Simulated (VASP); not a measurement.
Consider the following.

```yaml
crystal:
  lattice:
    - [-1.98672, 1.98672, 3.97729]
    - [1.98672, -1.98672, 3.97729]
    - [1.98672, 1.98672, -3.97729]
  atoms:
    - { symbol: Hg, position: [0.00000, 0.00000, 0.00000] }
    - { symbol: Pd, position: [0.75000, 0.25000, 0.50000] }
    - { symbol: Pd, position: [0.25000, 0.75000, 0.50000] }
    - { symbol: Pd, position: [0.50000, 0.50000, 0.00000] }
```

Level of theory: PBEsol GGA, VASP's PBE PAW potentials (set 64) (plane waves; VASP 6.6.1). Settings: 400 eV cut-off, 12×12×12 Γ-centred mesh, tetrahedra with Blöchl corrections, potentials Hg Pd.

The cores are frozen, which limits the accuracy of field gradients.

**Question.** Give the principal components of the electric field gradient (V/Å²) and the asymmetry η at each nucleus.

**Answer.** 
| atom | Vxx | Vyy | Vzz | η |
|---|---|---|---|---|
| Hg1 | -1.5 | -1.5 | 3.0 | 0.00 |
| Pd2 | 7.9 | 7.9 | -15.8 | 0.00 |
| Pd3 | 7.9 | 7.9 | -15.8 | 0.00 |
| Pd4 | 10.4 | 10.4 | -20.9 | 0.00 |

The structure comes from a computed database's HgPd3 entry (I4/mmm); how it stands against other phases isn't given here. It was relaxed first.
